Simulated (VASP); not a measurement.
Input:

```xyz
3
Lattice="0.0000 2.4912 2.4912 2.4912 0.0000 2.4912 2.4912 2.4912 0.0000" Properties=species:S:1:pos:R:3 pbc="T T T"
Zr     0.0000     0.0000     0.0000
O      1.2456     1.2456     1.2456
O      3.7368     3.7368     3.7368
```

All values below come from MS2 meta-GGA, VASP's PBE PAW potentials (set 64) (plane waves; VASP). Numerical set-up: 520 eV cut-off, 8×8×8 Γ-centred mesh, Gaussian smearing of 0.050 eV, potentials Zr_sv O.

Q: Give the stress tensor in GPa (positive for a compressed cell).

A: 
```
17.90   0.00   0.00
 0.00  17.90   0.00
 0.00   0.00  17.90
```
The pressure is its mean diagonal, 17.90 GPa.

The compound is ZrO2 in the fluorite structure, the high-temperature cubic form, which is unstable at 0 K; the monoclinic form is the stable one. This cell is one point of a volume scan, at 0.94 of the reference volume.
